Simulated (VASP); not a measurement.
A convergence study with VASP on Se (space group P3_121): one setting is varied, all else stays as given below, so the limit is that of these other settings.

```yaml
crystal:
  lattice:
    - [2.19156, -3.79589, 0.00000]
    - [2.19156, 3.79589, 0.00000]
    - [0.00000, 0.00000, 4.96485]
  atoms:
    - { symbol: Se, position: [0.00000, 0.22500, 0.66667] }
    - { symbol: Se, position: [0.77500, 0.77500, 0.00000] }
    - { symbol: Se, position: [0.22500, 0.00000, 0.33333] }
```

Level of theory: LDA (Ceperley-Alder, Perdew-Zunger), VASP's LDA PAW potentials (set 64) (plane waves; VASP). The tightest run used: 300 eV cut-off, 8×8×7 Γ-centred mesh, Gaussian smearing of 0.010 eV, potentials Se.

```csv
setting,highest Γ mode (cm⁻¹),irreducible k-points
3×3×2 mesh,236.5,6
4×4×3 mesh,229.3,9
5×5×4 mesh,230.2,17
```

**Question.** These are the cheaper rows. Estimate the results at 8×8×7 mesh, and how far the last row shown lies from them.

**Answer.** 
| quantity | tightest run | last row shown is off by |
|---|---|---|
| highest Γ mode (cm⁻¹) | 230.1 | 0.1 |

Left out are rungs that failed or repeat a setting and relaxations that didn't move; long series are thinned to 24 rows.

The structure is a typed Se crystal (space group no. 152). The cell was not relaxed at this level, forces remain on its atoms.
